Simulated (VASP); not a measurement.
Crystal: CaMg6Cr.

```
Cr Ca Mg
1.0
     5.17237    0.00000    0.00000
     0.00000    3.26321    5.64383
     0.00000   -3.26321    5.64383
Cr Ca Mg
1 1 6
Direct
  0.50000 0.66291 0.66291
  0.00000 0.82965 0.82965
  0.50000 0.16634 0.16634
  0.50000 0.66347 0.17524
  0.50000 0.17524 0.66347
  0.00000 0.33559 0.33559
  0.00000 0.82539 0.34142
  0.00000 0.34142 0.82539
```

The cell comes from a database or a generator and needn't be the stable form of this composition.

| Quantity | Value |
| --- | --- |
| Program | VASP 6.6.1 |
| Task | single point |
| Functional | PBE |
| Potentials or basis | VASP PAW PBE potentials, release 64 (Cr_pv, Ca_sv, Mg) |
| Cutoff | 520 eV |
| k mesh | 5 × 5 × 5 |
| Occupations | fermi-dirac, width 0.05 eV |
| Spin | collinear spin, ferromagnetic start |
| Starting moments | [3.0, 0.0, 0.0, 0.0, 0.0, 0.0, 0.0, 0.0] μB |

On this cell: pressure 0.1 GPa; largest force 0.136 eV/Å; net moment 4.49 μB per cell; site moments Cr +3.84; Ca +0.02; Mg -0.01, +0.01 μB; band gap on the k mesh none (metal or under the smearing width).

The same run follows on a disturbed copy (atoms moved at random, drawn with an rms of 0.05 Å):

```xyz
8
Lattice="5.1724 0.0000 0.0000 0.0000 3.2632 5.6438 0.0000 -3.2632 5.6438" Properties=species:S:1:pos:R:3 pbc="T T T"
Cr    2.5755   -0.0009    7.5203
Ca   -0.0253    0.0125    9.3502
Mg    2.6240    0.0189    1.8787
Mg    2.6075    1.5771    4.7532
Mg    2.5644   -1.5499    4.7948
Mg   -0.0088   -0.0397    3.8153
Mg    0.0134    1.5965    6.5724
Mg   -0.0202   -1.6300    6.6208
```

Task: What does the disturbed cell give?

Result: The energy (extrapolated to zero smearing) moves by +2.2 meV/atom; pressure 0.1 GPa; largest force 0.201 eV/Å; net moment 4.51 μB per cell; site moments Cr +3.85; Ca +0.03; Mg -0.01, +0.01 μB; band gap on the k mesh none (metal or under the smearing width).

Forces on the atoms (eV/Å):
```
Cr  -0.006  0.019 -0.200
Ca   0.083 -0.090  0.096
Mg  -0.105 -0.070  0.077
Mg  -0.100  0.006  0.053
Mg   0.007 -0.042  0.007
Mg   0.049  0.153  0.000
Mg   0.014 -0.121  0.024
Mg   0.058  0.145 -0.058
```

Stress tensor (GPa, compression positive):
```
 0.21  0.08 -0.04
 0.08 -0.17 -0.04
-0.04 -0.04  0.24
```
